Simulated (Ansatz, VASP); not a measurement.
# Cross-check of Ti (Titanium) between VASP and Ansatz

Wanted: the spread between two codes on one cell, functional and k mesh. The cell is taken from a series of runs on this material, whose earlier steps may have relaxed, scaled, displaced or heated it; both programs get it as it stands.

Calculated with Ansatz 0.2.0; plane waves, with VASP 6.6.1 beside it; zone-centre phonons at PBEsol.

**1. Set-up**

Symmetry: P6_3/mmc, No. 194, hexagonal system. Conventional cell: a = 2.818 Å, b = 2.818 Å, c = 4.472 Å, α = 90.00°, β = 90.00°, γ = 120.00°. Ti has 12 Ti at 2.77 to 2.82 Å nearest.

As a file:

```cif
data_structure
_symmetry_space_group_name_H-M 'P 1'
_symmetry_Int_Tables_number 1
_cell_length_a 2.8182
_cell_length_b 2.8182
_cell_length_c 4.4715
_cell_angle_alpha 90.000
_cell_angle_beta 90.000
_cell_angle_gamma 120.000
_cell_volume 30.76
loop_
_atom_site_label
_atom_site_type_symbol
_atom_site_fract_x
_atom_site_fract_y
_atom_site_fract_z
_atom_site_occupancy
Ti1 Ti 0.33333 0.66667 0.25000 1
Ti2 Ti 0.66667 0.33333 0.75000 1
```

**2. VASP: zone-centre phonons, PBEsol**

Second derivatives magnify differences that forces hide, and they need a tight electronic threshold.

Lines of VASP's logs that name or quote its potential files are left out, and so is its time.

INCAR

```
SYSTEM = Ti
PREC = Accurate
ENCUT = 500
EDIFF = 1E-08
NELM = 120
ISMEAR = 1
SIGMA = 0.2
LREAL = .FALSE.
ALGO = Normal
GGA = PS
NBANDS = 18
LASPH = .TRUE.
LORBIT = 11
LWAVE = .FALSE.
LCHARG = .FALSE.
ISIF = 2
IBRION = 8
GGA_COMPAT = .FALSE.
KPAR = 2
```

POSCAR

```
Ti
1.0
    2.8182376975      0.0000000000      0.0000000000
   -1.4091188487      2.4406654399      0.0000000000
    0.0000000000      0.0000000000      4.4715124009
Ti
2
Direct
    0.3333333334      0.6666666668      0.2500000000
    0.6666666668      0.3333333334      0.7500000000
```

KPOINTS

```
Automatic mesh
0
Gamma
18 18 12
0 0 0
```

Potentials, in the order of the species: Ti_sv (PBE family, release 64).

Command:

```console
$ mpirun -np 2 vasp_std
```

Numbers of over 12 decimals in the logs are rounded to 6 here.

Output:

```text
[banner, memory and clock lines left out]
running    2 mpi-ranks, on    1 nodes
 distrk:  each k-point on    1 cores,    2 groups
 distr:  one band on    1 cores,    1 groups

 POSCAR found type information on POSCAR Ti
 POSCAR found :  1 types and       2 ions
|                                                                             |
|               ----> ADVICE to this user running VASP <----                  |
|                                                                             |
|     You enforced a specific xc type in the INCAR file but a different       |
|     [... a line on the potential file left out ...]
|     I HOPE YOU KNOW WHAT YOU ARE DOING!                                     |
|                                                                             |

 LDA part: xc-table for (Slater+PW92), standard interpolation
 POSCAR, INCAR and KPOINTS ok, starting setup
 FFT: planning ... GRIDC
 FFT: planning ... GRID_SOFT
 FFT: planning ... GRID
 WAVECAR not read
 entering main loop
       N       E                     dE             d eps       ncg     rms          rms(c)
DAV:   1     0.252289564863E+03    0.25229E+03   -0.12883E+04  9348   0.166E+03
DAV:   2     0.108970170237E+02   -0.24139E+03   -0.23817E+03  9516   0.451E+02
DAV:   3    -0.173984152169E+02   -0.28295E+02   -0.27918E+02 17422   0.127E+02
DAV:   4    -0.184753865100E+02   -0.10770E+01   -0.10757E+01 10640   0.259E+01
DAV:   5    -0.185224877503E+02   -0.47101E-01   -0.47090E-01 14158   0.397E+00    0.141E+01
DAV:   6    -0.165826951111E+02    0.19398E+01   -0.66037E+00 11138   0.282E+01    0.389E+00
DAV:   7    -0.165624554164E+02    0.20240E-01   -0.89494E-01 14108   0.755E+00    0.218E+00
DAV:   8    -0.166012599998E+02   -0.38805E-01   -0.26917E-01 10582   0.622E+00    0.865E-01
DAV:   9    -0.165906839350E+02    0.10576E-01   -0.57405E-02 10678   0.273E+00    0.923E-02
DAV:  10    -0.165912572082E+02   -0.57327E-03   -0.40208E-03 13412   0.431E-01    0.946E-02
DAV:  11    -0.165912627725E+02   -0.55643E-05   -0.22209E-04 12040   0.131E-01    0.415E-02
DAV:  12    -0.165912511195E+02    0.11653E-04   -0.46636E-05 11168   0.677E-02    0.294E-03
DAV:  13    -0.165912504499E+02    0.66961E-06   -0.19743E-06 11930   0.112E-02    0.284E-03
DAV:  14    -0.165912506131E+02   -0.16320E-06   -0.46030E-07 10074   0.571E-03    0.131E-03
DAV:  15    -0.165912507611E+02   -0.14793E-06   -0.61331E-08 11428   0.151E-03    0.171E-04
DAV:  16    -0.165912507621E+02   -0.10104E-08   -0.13068E-09  5326   0.357E-04
   1 F= -.16591251E+02 E0= -.16592393E+02  d E =0.342526E-02
 Linear response reoptimize wavefunctions to high precision
DAV:   1    -0.165912507567E+02    0.53901E-08   -0.21279E-10  5522   0.160E-04
DAV:   2    -0.165912507567E+02   -0.30013E-10   -0.65466E-11  5124   0.704E-05
 Linear response DOF=           2
 Linear response progress:
  Degree of freedom:   1/  2
       N       E                     dE             d eps       ncg     rms          rms(c)
RMM:   1    -0.545506458478E+00   -0.54551E+00    0.29187E+01 41484   0.144E+02
RMM:   2    -0.519128984133E+00    0.26377E-01   -0.33236E-01 75628   0.475E+00    0.305E-01
RMM:   3    -0.516298248381E+00    0.28307E-02   -0.20291E-02 84033   0.126E+00    0.138E-01
RMM:   4    -0.516818191447E+00   -0.51994E-03   -0.75032E-03 98966   0.544E-01    0.197E-02
RMM:   5    -0.517474722042E+00   -0.65653E-03   -0.17860E-03104343   0.216E-01    0.106E-02
RMM:   6    -0.517872569802E+00   -0.39785E-03   -0.68962E-04102040   0.107E-01    0.119E-02
RMM:   7    -0.518312296224E+00   -0.43973E-03   -0.13649E-04 95628   0.522E-02    0.378E-03
RMM:   8    -0.518574768089E+00   -0.26247E-03   -0.47312E-05102183   0.289E-02    0.106E-03
RMM:   9    -0.518587044155E+00   -0.12276E-04   -0.15906E-05105858   0.149E-02    0.707E-04
RMM:  10    -0.518607106098E+00   -0.20062E-04   -0.48736E-06103863   0.815E-03    0.203E-04
RMM:  11    -0.518621238731E+00   -0.14133E-04   -0.98020E-06104961   0.467E-03    0.181E-04
RMM:  12    -0.518617766557E+00    0.34722E-05   -0.42917E-06104098   0.263E-03    0.453E-05
RMM:  13    -0.518614991904E+00    0.27747E-05   -0.61634E-06104836   0.168E-03    0.830E-05
RMM:  14    -0.518620158800E+00   -0.51669E-05   -0.37117E-06 97109   0.114E-03    0.459E-05
RMM:  15    -0.518618249871E+00    0.19089E-05   -0.43163E-06103489   0.787E-04    0.248E-05
RMM:  16    -0.518618078364E+00    0.17151E-06   -0.25704E-06107142   0.568E-04    0.347E-05
RMM:  17    -0.518618408731E+00   -0.33037E-06   -0.28639E-06 98966   0.426E-04    0.249E-05
RMM:  18    -0.518618593521E+00   -0.18479E-06   -0.18018E-06101686   0.338E-04    0.206E-05
RMM:  19    -0.518618897145E+00   -0.30362E-06   -0.17804E-06 98513   0.276E-04    0.163E-05
RMM:  20    -0.518618873454E+00    0.23690E-07   -0.13042E-06105168   0.230E-04    0.156E-05
RMM:  21    -0.518618901824E+00   -0.28370E-07   -0.11265E-06103703   0.196E-04    0.150E-05
RMM:  22    -0.518618897508E+00    0.43160E-08   -0.85906E-07103824   0.171E-04    0.149E-05
 first order change of Fermi-energy   0.67010E-04
 force on displaced ion       1 direction 1 :  -1.234  -0.000   0.000
 Linear response progress:
  Degree of freedom:   2/  2
       N       E                     dE             d eps       ncg     rms          rms(c)
RMM:   1    -0.663016671800E+00   -0.66302E+00    0.32294E+01 14258   0.145E+02
RMM:   2    -0.622313574490E+00    0.40703E-01   -0.34050E-01 26449   0.482E+00    0.318E-01
RMM:   3    -0.620335882666E+00    0.19777E-02   -0.26005E-02 28687   0.134E+00    0.142E-01
RMM:   4    -0.621760993472E+00   -0.14251E-02   -0.97941E-03 33037   0.590E-01    0.421E-02
RMM:   5    -0.622287059609E+00   -0.52607E-03   -0.22423E-03 31454   0.250E-01    0.238E-02
RMM:   6    -0.622853400977E+00   -0.56634E-03   -0.92950E-04 34146   0.133E-01    0.112E-02
RMM:   7    -0.623122975462E+00   -0.26957E-03   -0.19354E-04 34891   0.588E-02    0.814E-03
RMM:   8    -0.623753353068E+00   -0.63038E-03   -0.54004E-05 30403   0.367E-02    0.387E-03
RMM:   9    -0.623746576333E+00    0.67767E-05    0.23839E-05 33947   0.185E-02    0.172E-03
RMM:  10    -0.623700350543E+00    0.46226E-04   -0.34855E-06 33996   0.105E-02    0.435E-04
RMM:  11    -0.623706613774E+00   -0.62632E-05    0.11379E-05 35979   0.590E-03    0.315E-04
RMM:  12    -0.623715432642E+00   -0.88189E-05    0.47108E-06 34840   0.359E-03    0.129E-04
RMM:  13    -0.623720823022E+00   -0.53904E-05    0.14640E-05 35323   0.240E-03    0.964E-05
RMM:  14    -0.623720333705E+00    0.48932E-06    0.34580E-06 35552   0.163E-03    0.226E-05
[...]
RMM:  18    -0.623720852657E+00   -0.65502E-06   -0.92204E-07 32358   0.649E-04    0.301E-05
RMM:  19    -0.623721378513E+00   -0.52586E-06   -0.72840E-07 31003   0.592E-04    0.127E-05
RMM:  20    -0.623721559289E+00   -0.18078E-06   -0.96690E-07 33819   0.509E-04    0.101E-05
RMM:  21    -0.623721412961E+00    0.14633E-06   -0.59833E-07 32664   0.448E-04    0.932E-06
RMM:  22    -0.623721618405E+00   -0.20544E-06   -0.85137E-07 32079   0.409E-04    0.624E-06
RMM:  23    -0.623721657958E+00   -0.39553E-07   -0.71256E-07 36487   0.366E-04    0.608E-06
RMM:  24    -0.623721776181E+00   -0.11822E-06   -0.87383E-07 35054   0.333E-04    0.795E-06
RMM:  25    -0.623721846793E+00   -0.70611E-07   -0.54006E-07 30502   0.317E-04    0.690E-06
 first order change of Fermi-energy  -0.17142E-03
 force on displaced ion       1 direction 3 :  -0.000   0.000  -5.364
 Linear response finished
```

Parts of OUTCAR (step 2):

```text
ion  position               nearest neighbor table
   1  0.333  0.667  0.250-   2 2.77   2 2.77   2 2.77   2 2.77   2 2.77   2 2.77
   2  0.667  0.333  0.750-   1 2.77   1 2.77   1 2.77   1 2.77   1 2.77   1 2.77

  LATTYP: Found a hexagonal cell.
 ALAT       =     2.8182376975
 C/A-ratio  =     1.5866342306

 Subroutine GETGRP returns: Found 24 space group operations
 (whereof 12 operations were pure point group operations)

The static configuration has the point symmetry D_3d.
 The point group associated with its full space group is D_6h.

 Found    259 irreducible k-points:

   k-points           NKPTS =    259   k-points in BZ     NKDIM =    259   number of bands    NBANDS=     18

   dimension x,y,z NGX =    24 NGY =   24 NGZ =   36
   dimension x,y,z NGXF=    48 NGYF=   48 NGZF=   72

   ENCUT  =  500.0 eV  36.75 Ry    6.06 a.u.   5.14  5.14  8.15*2*pi/ulx,y,z

   NELECT =      24.0000    total number of electrons

 k-points in reciprocal lattice and weights: Automatic mesh
   0.00000000  0.00000000  0.00000000       0.000
   0.05555556  0.00000000  0.00000000       0.002
   0.11111111  0.00000000  0.00000000       0.002
   0.16666667  0.00000000  0.00000000       0.002
   0.22222222  0.00000000  0.00000000       0.002
   0.27777778  0.00000000  0.00000000       0.002
   0.33333333  0.00000000  0.00000000       0.002
   0.38888889  0.00000000  0.00000000       0.002
   0.44444444  0.00000000  0.00000000       0.002
[...]
0.33333333  0.27777778  0.50000000       0.003
   0.33333333  0.33333333  0.50000000       0.001

 average (electrostatic) potential at core
       1 -70.6600       2 -70.6600

  Total        2.1150471      2.1150471      2.1152991      0.0000000      0.0000000     -0.0000000
  in kB      110.1768431    110.1768431    110.1899703      0.0000000      0.0000000     -0.0000000
  external PRESSURE =     110.1812188 kB  Pullay stress =       0.0000000 kB

  energy-cutoff  :      500.00
  volume of cell :       30.76
      direct lattice vectors                 reciprocal lattice vectors
     2.818237697  0.000000000  0.000000000     0.354831674  0.204862163  0.000000000
    -1.409118849  2.440665440  0.000000000     0.000000000  0.409724325  0.000000000
     0.000000000  0.000000000  4.471512401     0.000000000  0.000000000  0.223637980

 POSITION                                       TOTAL-FORCE (eV/Angst)
 -----------------------------------------------------------------------------------
      0.00000      1.62711      1.11788        -0.000000     -0.000000      0.000000
      1.40912      0.81356      3.35363         0.000000      0.000000      0.000000
 -----------------------------------------------------------------------------------
    total drift:                               -0.000000     -0.000000      0.000000

 Eigenvectors and eigenvalues of the dynamical matrix
 ----------------------------------------------------

   1 f  =    7.400276 THz    46.497303 2PiTHz  246.846625 cm-1    30.605067 meV
             X         Y         Z           dx          dy          dz
      0.000000  1.627110  1.117878     0.000000    0.000000    0.707107
      1.409119  0.813555  3.353634     0.000000   -0.000000   -0.707107

   2 f  =    3.549695 THz    22.303391 2PiTHz  118.405079 cm-1    14.680352 meV
             X         Y         Z           dx          dy          dz
      0.000000  1.627110  1.117878    -0.633388   -0.314356   -0.000000
      1.409119  0.813555  3.353634     0.633388    0.314356   -0.000000

   3 f  =    3.549695 THz    22.303391 2PiTHz  118.405079 cm-1    14.680352 meV
             X         Y         Z           dx          dy          dz
      0.000000  1.627110  1.117878    -0.314356    0.633388    0.000000
      1.409119  0.813555  3.353634     0.314356   -0.633388    0.000000

   4 f  =    0.000000 THz     0.000000 2PiTHz    0.000001 cm-1     0.000000 meV
             X         Y         Z           dx          dy          dz
      0.000000  1.627110  1.117878     0.707097   -0.003636    0.000562
      1.409119  0.813555  3.353634     0.707097   -0.003636    0.000562

   5 f/i=    0.000000 THz     0.000000 2PiTHz    0.000002 cm-1     0.000000 meV
             X         Y         Z           dx          dy          dz
      0.000000  1.627110  1.117878    -0.003671   -0.690033    0.154406
      1.409119  0.813555  3.353634    -0.003671   -0.690033    0.154406

   6 f/i=    0.000000 THz     0.000001 2PiTHz    0.000004 cm-1     0.000000 meV
             X         Y         Z           dx          dy          dz
      0.000000  1.627110  1.117878     0.000245    0.154406    0.690042
      1.409119  0.813555  3.353634     0.000245    0.154406    0.690042

 ELASTIC MODULI CONTR FROM IONIC RELAXATION (kBar)
 Direction    XX          YY          ZZ          XY          YZ          ZX
 --------------------------------------------------------------------------------
 XX        -228.1826    228.1826     -0.0000     -0.0000      0.0000      0.0000
 YY         228.1826   -228.1826      0.0000     -0.0000      0.0000     -0.0000
 ZZ          -0.0000      0.0000     -0.0000     -0.0000      0.0000      0.0000
 XY          -0.0000     -0.0000     -0.0000   -228.1826      0.0000      0.0000
 YZ           0.0000      0.0000      0.0000      0.0000      0.0000      0.0000
 ZX           0.0000     -0.0000      0.0000      0.0000      0.0000     -0.0000
 --------------------------------------------------------------------------------
```

(Continued in part 2 of 2.)

[Lines on the potential files, build, host, timing and source positions are cut from VASP's logs without a mark.]

[Logs are printed without paths, hosts, clocks, repeated set-up lines and the standing remarks that a program may print on its own settings, such as how far it seeks lower states.]

[Hosts, paths, dates, database ids (printed as entryN), source tags and the programs' standing remarks are cut or masked in the printed files.]
